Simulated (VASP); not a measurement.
Calculation: LDA (Ceperley-Alder, Perdew-Zunger), VASP's LDA PAW potentials (set 64) (plane waves; VASP).

A VASP calculation is set up with these files.

INCAR:
```
# general
SYSTEM   = Ca(CoSi)2
PREC     = Accurate
ENCUT    = 300   # plane-wave cut-off (eV)
LREAL    = .FALSE.
LASPH    = .TRUE.   # aspherical one-centre terms

# electronic loop
EDIFF    = 1E-8
NELM     = 100
ALGO     = Normal
LMAXMIX  = 4

# smearing
ISMEAR   = -1
SIGMA    = 0.1   # width (eV)

# ions
IBRION   = 8   # DFPT with symmetry
NSW      = 1
ISIF     = 2

# output
LWAVE    = .FALSE.
LCHARG   = .FALSE.

# other
LEPSILON = .FALSE.
```

### KPOINTS
```
Automatic mesh
0
Gamma
8 8 8
0 0 0
```

File POSCAR:
```
Ca(CoSi)2
1
   -1.9344490000     1.9344490000     4.9367690000
    1.9344490000    -1.9344490000     4.9367690000
    1.9344490000     1.9344490000    -4.9367690000
Ca Co Si
1 2 2
Direct
  0.0000000000   0.0000000000   0.0000000000
  0.2500000000   0.7500000000   0.5000000000
  0.7500000000   0.2500000000   0.5000000000
  0.6337500000   0.6337500000   0.0000000000
  0.3662500000   0.3662500000   0.0000000000
```

POTCAR, in this order: Ca_sv Co Si (LDA.64 set). Program: vasp_std.

What VASP printed:

File OUTCAR:
```
 ion  position               nearest neighbor table
   1  0.000  0.000  0.000-   4 3.04   4 3.04   4 3.04   5 3.04   4 3.04   5 3.04   5 3.04   5 3.04
                             2 3.14   3 3.14   3 3.14   2 3.14   3 3.14   2 3.14   2 3.14   3 3.14
   2  0.250  0.750  0.500-   5 2.25   4 2.25   5 2.25   4 2.25   3 2.74   3 2.74   3 2.74   3 2.74
                             1 3.14   1 3.14   1 3.14   1 3.14
   3  0.750  0.250  0.500-   5 2.25   4 2.25   5 2.25   4 2.25   2 2.74   2 2.74   2 2.74   2 2.74
                             1 3.14   1 3.14   1 3.14   1 3.14
   4  0.634  0.634  0.000-   2 2.25   3 2.25   2 2.25   3 2.25   5 2.64   1 3.04   1 3.04   1 3.04
                             1 3.04
   5  0.366  0.366  0.000-   2 2.25   3 2.25   2 2.25   3 2.25   4 2.64   1 3.04   1 3.04   1 3.04
                             1 3.04
  LATTYP: Found a body centered tetragonal cell.
 ALAT       =     3.8688980000
 C/A-ratio  =     2.5520285104
 Subroutine PRICEL returns:
 Original cell was already a primitive cell.
 Subroutine GETGRP returns: Found 16 space group operations
The static configuration has the point symmetry D_4h.
The dynamic configuration has the point symmetry D_4h.
 Subroutine INISYM returns: Found 16 space group operations
 Subroutine IBZKPT returns following result:
 Found     59 irreducible k-points:

 Following reciprocal coordinates:
            Coordinates               Weight
  0.000000  0.000000  0.000000      1.000000
  0.125000  0.000000 -0.000000      8.000000
  0.250000  0.000000 -0.000000      8.000000
  0.375000  0.000000 -0.000000      8.000000
  0.500000  0.000000 -0.000000      4.000000
  0.125000  0.125000 -0.000000      8.000000
  0.250000  0.125000 -0.000000     16.000000
  0.375000  0.125000 -0.000000     16.000000
  0.500000  0.125000 -0.000000     16.000000
 -0.375000  0.125000  0.000000     16.000000
 -0.250000  0.125000  0.000000     16.000000
 -0.125000  0.125000  0.000000      4.000000
  0.250000  0.250000 -0.000000      8.000000
  0.375000  0.250000  0.000000     16.000000
  0.500000  0.250000 -0.000000     16.000000
...
```

OSZICAR:
```
...
RMM:   8    -0.415549285878E+00    0.53357E-04   -0.22814E-05  5663   0.177E-02    0.145E-03
RMM:   9    -0.415551897831E+00   -0.26120E-05   -0.16739E-05  6223   0.107E-02    0.324E-04
RMM:  10    -0.415551458031E+00    0.43980E-06   -0.12420E-05  6565   0.758E-03    0.235E-04
RMM:  11    -0.415550377593E+00    0.10804E-05   -0.10816E-05  6371   0.605E-03    0.845E-05
RMM:  12    -0.415550626923E+00   -0.24933E-06   -0.88297E-06  6424   0.504E-03    0.692E-05
RMM:  13    -0.415550945650E+00   -0.31873E-06   -0.80970E-06  6913   0.434E-03    0.950E-05
RMM:  14    -0.415550717419E+00    0.22823E-06   -0.68512E-06  6010   0.390E-03    0.156E-04
RMM:  15    -0.415551018505E+00   -0.30109E-06   -0.58060E-06  5782   0.348E-03    0.177E-04
RMM:  16    -0.415549882726E+00    0.11358E-05   -0.52482E-06  5588   0.330E-03    0.310E-04
RMM:  17    -0.415552870305E+00   -0.29876E-05   -0.45670E-06  5736   0.326E-03    0.973E-05
RMM:  18    -0.415553559549E+00   -0.68924E-06   -0.43719E-06  6069   0.272E-03    0.818E-05
RMM:  19    -0.415553668647E+00   -0.10910E-06   -0.38453E-06  6652   0.247E-03    0.905E-05
RMM:  20    -0.415553800456E+00   -0.13181E-06   -0.37448E-06  6750   0.229E-03    0.103E-04
RMM:  21    -0.415553362614E+00    0.43784E-06   -0.30749E-06  5677   0.222E-03    0.138E-04
RMM:  22    -0.415553360817E+00    0.17967E-08   -0.28627E-06  5885   0.202E-03    0.157E-04
RMM:  23    -0.415553526452E+00   -0.16563E-06   -0.24607E-06  5758   0.190E-03    0.159E-04
RMM:  24    -0.415553691204E+00   -0.16475E-06   -0.24789E-06  5944   0.178E-03    0.167E-04
RMM:  25    -0.415553854227E+00   -0.16302E-06   -0.21917E-06  5789   0.168E-03    0.170E-04
 Linear response progress:
  Degree of freedom:   3/  6
       N       E                     dE             d eps       ncg     rms          rms(c)
RMM:   1    -0.177608278608E+00   -0.17761E+00   -0.16728E-01 12103   0.247E+00
RMM:   2    -0.169182388040E+00    0.84259E-02   -0.75336E-03  9647   0.782E-01    0.169E-01
RMM:   3    -0.169221980552E+00   -0.39593E-04   -0.99422E-04 11782   0.189E-01    0.995E-02
RMM:   4    -0.169551266427E+00   -0.32929E-03   -0.36437E-04 12559   0.104E-01    0.170E-02
RMM:   5    -0.169586877238E+00   -0.35611E-04   -0.47747E-05 12439   0.449E-02    0.254E-02
RMM:   6    -0.169586117521E+00    0.75972E-06   -0.16848E-05 11580   0.329E-02    0.745E-03
RMM:   7    -0.169600065302E+00   -0.13948E-04   -0.11704E-05 14678   0.136E-02    0.233E-03
RMM:   8    -0.169596295263E+00    0.37700E-05   -0.33250E-06 15830   0.587E-03    0.946E-04
RMM:   9    -0.169594713906E+00    0.15814E-05   -0.11732E-06 16196   0.298E-03    0.686E-04
RMM:  10    -0.169590396694E+00    0.43172E-05   -0.60458E-07 15700   0.169E-03    0.188E-04
RMM:  11    -0.169590593951E+00   -0.19726E-06   -0.69532E-08 17171   0.860E-04    0.614E-05
RMM:  12    -0.169590379106E+00    0.21485E-06   -0.42809E-09 17752   0.479E-04    0.351E-05
RMM:  13    -0.169590504913E+00   -0.12581E-06    0.15704E-08 17184   0.286E-04    0.247E-05
RMM:  14    -0.169590509175E+00   -0.42618E-08    0.37240E-09 17311   0.181E-04    0.668E-06
 Linear response progress:
  Degree of freedom:   4/  6
       N       E                     dE             d eps       ncg     rms          rms(c)
RMM:   1    -0.180932813568E+00   -0.18093E+00   -0.15457E-01  8348   0.254E+00
RMM:   2    -0.174734003193E+00    0.61988E-02   -0.75884E-03  6172   0.711E-01    0.178E-01
RMM:   3    -0.174546907324E+00    0.18710E-03   -0.14900E-03  7697   0.216E-01    0.103E-01
RMM:   4    -0.174752921482E+00   -0.20601E-03   -0.42800E-04  8169   0.106E-01    0.331E-02
RMM:   5    -0.174916351474E+00   -0.16343E-03   -0.12673E-04  7323   0.850E-02    0.635E-02
RMM:   6    -0.174900990806E+00    0.15361E-04   -0.72183E-05  7158   0.686E-02    0.661E-03
RMM:   7    -0.174921780376E+00   -0.20790E-04   -0.37903E-05  9484   0.208E-02    0.461E-03
RMM:   8    -0.174914921198E+00    0.68592E-05   -0.67031E-06  9119   0.109E-02    0.311E-03
RMM:   9    -0.174901498668E+00    0.13423E-04   -0.29254E-06  8824   0.644E-03    0.119E-03
RMM:  10    -0.174899574086E+00    0.19246E-05   -0.11405E-06  9898   0.328E-03    0.674E-04
RMM:  11    -0.174898358221E+00    0.12159E-05   -0.74540E-07 10267   0.173E-03    0.124E-04
RMM:  12    -0.174898274498E+00    0.83723E-07    0.29233E-08 11097   0.867E-04    0.724E-05
RMM:  13    -0.174898255248E+00    0.19250E-07    0.86399E-09 10135   0.550E-04    0.677E-05
RMM:  14    -0.174898409254E+00   -0.15401E-06    0.49269E-08 10457   0.325E-04    0.124E-05
RMM:  15    -0.174898429444E+00   -0.20190E-07    0.16057E-09 11312   0.193E-04    0.107E-05
RMM:  16    -0.174898408989E+00    0.20454E-07    0.36659E-08 11026   0.119E-04    0.489E-06
RMM:  17    -0.174898418158E+00   -0.91687E-08   -0.11544E-08 11018   0.790E-05    0.330E-06
 Linear response progress:
  Degree of freedom:   5/  6
       N       E                     dE             d eps       ncg     rms          rms(c)
RMM:   1    -0.276152097606E-01   -0.27615E-01   -0.19527E-02 16889   0.116E+00
RMM:   2    -0.201935858740E-01    0.74216E-02   -0.35199E-03  9856   0.694E-01    0.912E-02
RMM:   3    -0.205991642807E-01   -0.40558E-03   -0.15047E-03 12975   0.214E-01    0.511E-02
RMM:   4    -0.208571441049E-01   -0.25798E-03   -0.31485E-04 12037   0.106E-01    0.885E-03
RMM:   5    -0.208347401060E-01    0.22404E-04   -0.91588E-05 14534   0.416E-02    0.729E-03
RMM:   6    -0.208345080517E-01    0.23205E-06   -0.21897E-05 14394   0.223E-02    0.109E-02
RMM:   7    -0.208263429226E-01    0.81651E-05   -0.67479E-06 12754   0.152E-02    0.131E-03
RMM:   8    -0.208303764778E-01   -0.40336E-05   -0.28764E-06 15014   0.804E-03    0.188E-03
RMM:   9    -0.208315232083E-01   -0.11467E-05   -0.64862E-07 14654   0.484E-03    0.582E-04
RMM:  10    -0.208309305051E-01    0.59270E-06   -0.38281E-07 16571   0.223E-03    0.172E-04
RMM:  11    -0.208305609950E-01    0.36951E-06   -0.98303E-08 16788   0.106E-03    0.795E-05
RMM:  12    -0.208309004851E-01   -0.33949E-06   -0.25654E-07 17276   0.577E-04    0.357E-05
RMM:  13    -0.208309096844E-01   -0.91994E-08    0.84550E-08 17972   0.313E-04    0.259E-05
 Linear response progress:
  Degree of freedom:   6/  6
       N       E                     dE             d eps       ncg     rms          rms(c)
RMM:   1    -0.314015896862E-01   -0.31402E-01   -0.12230E-02  6425   0.112E+00
RMM:   2    -0.229040355826E-01    0.84976E-02   -0.33589E-03  3896   0.622E-01    0.139E-01
RMM:   3    -0.239678042457E-01   -0.10638E-02   -0.57816E-03  3604   0.654E-01    0.262E-01
RMM:   4    -0.231163121029E-01    0.85149E-03   -0.25054E-03  3503   0.495E-01    0.491E-02
RMM:   5    -0.232577800684E-01   -0.14147E-03   -0.40837E-04  4742   0.118E-01    0.238E-02
RMM:   6    -0.232656897775E-01   -0.79097E-05   -0.65604E-05  4446   0.690E-02    0.743E-03
RMM:   7    -0.232710643329E-01   -0.53746E-05   -0.41579E-05  5704   0.217E-02    0.320E-03
RMM:   8    -0.232720669470E-01   -0.10026E-05   -0.84886E-06  5867   0.856E-03    0.133E-03
RMM:   9    -0.232704018896E-01    0.16651E-05   -0.27083E-06  6157   0.420E-03    0.538E-04
RMM:  10    -0.232708169141E-01   -0.41502E-06   -0.12150E-07  6160   0.210E-03    0.234E-04
RMM:  11    -0.232707595076E-01    0.57407E-07    0.78668E-07  6476   0.104E-03    0.722E-05
RMM:  12    -0.232709519711E-01   -0.19246E-06    0.17633E-07  6284   0.575E-04    0.427E-05
RMM:  13    -0.232709629619E-01   -0.10991E-07    0.94277E-08  6442   0.316E-04    0.280E-05
RMM:  14    -0.232709736275E-01   -0.10666E-07    0.16253E-07  6312   0.192E-04    0.116E-05
RMM:  15    -0.232709684234E-01    0.52041E-08    0.48607E-08  6602   0.116E-04    0.440E-06
 Linear response finished
```

File OUTCAR:
```
------------------------ aborting loop because EDIFF is reached ----------------------------------------

   1 f  =   11.676513 THz    73.365695 2PiTHz  389.486548 cm-1    48.290156 meV
             X         Y         Z           dx          dy          dz
      0.000000  0.000000  0.000000     0.000000   -0.000000   -0.000000
      1.934449 -0.000000  2.468384    -0.375878    0.045116    0.000000
     -0.000000  1.934449  2.468384     0.375878   -0.045116    0.000000
      0.000000  0.000000  6.257355    -0.592971   -0.071173   -0.000000
      0.000000  0.000000  3.616183     0.592971    0.071173   -0.000000

   2 f  =   11.676513 THz    73.365695 2PiTHz  389.486548 cm-1    48.290156 meV
             X         Y         Z           dx          dy          dz
      0.000000  0.000000  0.000000     0.000000    0.000000   -0.000000
      1.934449 -0.000000  2.468384    -0.045116   -0.375878   -0.000000
     -0.000000  1.934449  2.468384     0.045116    0.375878   -0.000000
      0.000000  0.000000  6.257355    -0.071173    0.592971    0.000000
      0.000000  0.000000  3.616183     0.071173   -0.592971   -0.000000

   3 f  =   11.584487 THz    72.787477 2PiTHz  386.416886 cm-1    47.909566 meV
             X         Y         Z           dx          dy          dz
      0.000000  0.000000  0.000000     0.164647   -0.007014    0.000000
      1.934449 -0.000000  2.468384     0.348559   -0.014850    0.000000
     -0.000000  1.934449  2.468384     0.348559   -0.014850   -0.000000
      0.000000  0.000000  6.257355    -0.603363    0.025705    0.000000
      0.000000  0.000000  3.616183    -0.603363    0.025705    0.000000

   4 f  =   11.584487 THz    72.787477 2PiTHz  386.416886 cm-1    47.909566 meV
             X         Y         Z           dx          dy          dz
      0.000000  0.000000  0.000000    -0.007014   -0.164647    0.000000
      1.934449 -0.000000  2.468384    -0.014850   -0.348559    0.000000
     -0.000000  1.934449  2.468384    -0.014850   -0.348559    0.000000
      0.000000  0.000000  6.257355     0.025705    0.603363   -0.000000
      0.000000  0.000000  3.616183     0.025705    0.603363    0.000000

   5 f  =   10.559771 THz    66.348997 2PiTHz  352.236043 cm-1    43.671684 meV
             X         Y         Z           dx          dy          dz
      0.000000  0.000000  0.000000     0.000000    0.000000    0.068875
      1.934449 -0.000000  2.468384     0.000000    0.000000    0.381057
     -0.000000  1.934449  2.468384    -0.000000    0.000000    0.381057
      0.000000  0.000000  6.257355    -0.000000   -0.000000   -0.593653
      0.000000  0.000000  3.616183    -0.000000   -0.000000   -0.593653

   6 f  =   10.527348 THz    66.145277 2PiTHz  351.154526 cm-1    43.537593 meV
             X         Y         Z           dx          dy          dz
      0.000000  0.000000  0.000000     0.000000    0.000000    0.000000
      1.934449 -0.000000  2.468384     0.000000   -0.000000    0.000000
     -0.000000  1.934449  2.468384    -0.000000    0.000000    0.000000
      0.000000  0.000000  6.257355    -0.000000   -0.000000   -0.707107
      0.000000  0.000000  3.616183    -0.000000   -0.000000    0.707107

   7 f  =    6.930197 THz    43.543714 2PiTHz  231.166501 cm-1    28.660980 meV
             X         Y         Z           dx          dy          dz
      0.000000  0.000000  0.000000    -0.000000    0.000000    0.000000
      1.934449 -0.000000  2.468384     0.000000    0.000000   -0.707107
     -0.000000  1.934449  2.468384    -0.000000   -0.000000    0.707107
      0.000000  0.000000  6.257355    -0.000000    0.000000    0.000000
      0.000000  0.000000  3.616183     0.000000   -0.000000    0.000000

   8 f  =    6.356267 THz    39.937601 2PiTHz  212.022233 cm-1    26.287395 meV
             X         Y         Z           dx          dy          dz
      0.000000  0.000000  0.000000    -0.000000    0.000000    0.000000
      1.934449 -0.000000  2.468384    -0.549486   -0.233977   -0.000000
     -0.000000  1.934449  2.468384     0.549486    0.233977    0.000000
      0.000000  0.000000  6.257355     0.348313   -0.148315   -0.000000
      0.000000  0.000000  3.616183    -0.348313    0.148315   -0.000000

   9 f  =    6.356267 THz    39.937601 2PiTHz  212.022233 cm-1    26.287395 meV
             X         Y         Z           dx          dy          dz
      0.000000  0.000000  0.000000     0.000000   -0.000000   -0.000000
      1.934449 -0.000000  2.468384     0.233977   -0.549486   -0.000000
     -0.000000  1.934449  2.468384    -0.233977    0.549486    0.000000
      0.000000  0.000000  6.257355    -0.148315   -0.348313   -0.000000
      0.000000  0.000000  3.616183     0.148315    0.348313   -0.000000

  10 f  =    6.108062 THz    38.378085 2PiTHz  203.743018 cm-1    25.260903 meV
             X         Y         Z           dx          dy          dz
      0.000000  0.000000  0.000000    -0.811768    0.356073   -0.000000
      1.934449 -0.000000  2.468384     0.293863   -0.128900    0.000000
     -0.000000  1.934449  2.468384     0.293863   -0.128900    0.000000
      0.000000  0.000000  6.257355     0.059004   -0.025882    0.000000
      0.000000  0.000000  3.616183     0.059004   -0.025882    0.000000

  11 f  =    6.108062 THz    38.378085 2PiTHz  203.743018 cm-1    25.260903 meV
             X         Y         Z           dx          dy          dz
      0.000000  0.000000  0.000000     0.356073    0.811768   -0.000000
      1.934449 -0.000000  2.468384    -0.128900   -0.293863    0.000000
     -0.000000  1.934449  2.468384    -0.128900   -0.293863   -0.000000
      0.000000  0.000000  6.257355    -0.025882   -0.059004    0.000000
      0.000000  0.000000  3.616183    -0.025882   -0.059004    0.000000

  12 f  =    6.077792 THz    38.187891 2PiTHz  202.733305 cm-1    25.135715 meV
             X         Y         Z           dx          dy          dz
      0.000000  0.000000  0.000000     0.000000   -0.000000   -0.899522
      1.934449 -0.000000  2.468384    -0.000000    0.000000    0.281050
     -0.000000  1.934449  2.468384     0.000000    0.000000    0.281050
      0.000000  0.000000  6.257355     0.000000   -0.000000    0.128221
      0.000000  0.000000  3.616183    -0.000000    0.000000    0.128221

  13 f/i=    0.001222 THz     0.007678 2PiTHz    0.040762 cm-1     0.005054 meV
             X         Y         Z           dx          dy          dz
      0.000000  0.000000  0.000000     0.173806    0.396078   -0.000000
      1.934449 -0.000000  2.468384     0.210843    0.480480   -0.000000
     -0.000000  1.934449  2.468384     0.210843    0.480480   -0.000000
      0.000000  0.000000  6.257355     0.145517    0.331611   -0.000000
      0.000000  0.000000  3.616183     0.145517    0.331611   -0.000000

  14 f/i=    0.001222 THz     0.007678 2PiTHz    0.040762 cm-1     0.005054 meV
             X         Y         Z           dx          dy          dz
      0.000000  0.000000  0.000000    -0.396078    0.173806   -0.000000
      1.934449 -0.000000  2.468384    -0.480480    0.210843   -0.000000
...
```
(Selected blocks of OUTCAR.)

The structure comes from a computed database's CaCo2Si2 entry (I4/mmm); how it stands against other phases isn't given here. The cell was not relaxed at this level. The run is one of a series of settings (EDIFF = 1E-8, IBRION = 8, LEPSILON = .FALSE., NSW = 1 against the base run), some of them coarse on purpose. The run is not spin-polarised, so no magnetic state was tried.
